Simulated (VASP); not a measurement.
Write the native input for VASP 6.6.1 that does the following.

* Task: relaxation of cell and atoms
* Functional: PBE
* Potentials or basis: VASP PAW PBE potentials, release 64 (Zn, Hg, O_h)
* Cutoff: 900 eV
* k mesh: 5 × 5 × 6
* Occupations: fermi-dirac, width 0.05 eV
* Spin: no spin polarisation
* Further INCAR settings: ALGO = Fast; EDIFF = 1e-06; IBRION = 2; EDIFFG = -0.01; NSW = 40; ISIF = 3

The structure of ZnHgO2 lies in POSCAR:

```
ZnHgO2
1.0
    4.0092200000      0.0000000000      0.0000000000
    0.0000000000      4.0092200000      0.0000000000
    0.0000000000      0.0000000000      3.3045900000
Zn Hg O
1 1 2
Direct
    0.0000000000      0.0000000000      0.0000000000
    0.5000000000      0.5000000000      0.5000000000
    0.5000000000      0.0000000000      0.0000000000
    0.0000000000      0.5000000000      0.0000000000
```

The cell was built by a generator and needn't be a form met in nature.

The input as run:

INCAR

```
ALGO = Fast
EDIFF = 1E-6
EDIFFG = -0.01
ENCUT = 900
GGA = PE
IBRION = 2
ISIF = 3
ISMEAR = -1
LASPH = T
LCHARG = F
LREAL = F
LWAVE = F
NELM = 60
NSW = 40
PREC = Accurate
SIGMA = 0.05
```

KPOINTS

```
k-points
0
Gamma
  5 5 6
```

Potentials or basis: VASP PAW PBE potentials, release 64 (Zn, Hg, O_h).

Launch:

```console
$ cat potpaw_PBE.64/Zn/POTCAR potpaw_PBE.64/Hg/POTCAR potpaw_PBE.64/O_h/POTCAR > POTCAR
$ mpirun -np 1 vasp_std > vasp.out
```

Results of the run:

The relaxed volume is 13.34 Å³/atom and the relaxed cell is a = 4.017 Å, b = 4.017 Å, c = 3.307 Å, α = 90.00°, β = 90.00°, γ = 90.00°. The space group after relaxing (to 0.05 Å) is P4/mmm (No. 123). The energy gained by relaxing is 0.2 meV/atom and the ionic steps are 3. The pressure after relaxing is 0.0 GPa. The band gap on the k mesh is none (metal or under the smearing width).

Caveat: the cutoff is under 1.25 times the usual one of these potentials, so pressure, stress and relaxed cells hold a basis-set (Pulay) error.

Run time: 60 s on 1 thread of AMD EPYC 9R45 (Zen 5) (shared host), peak memory 0.24 GiB.
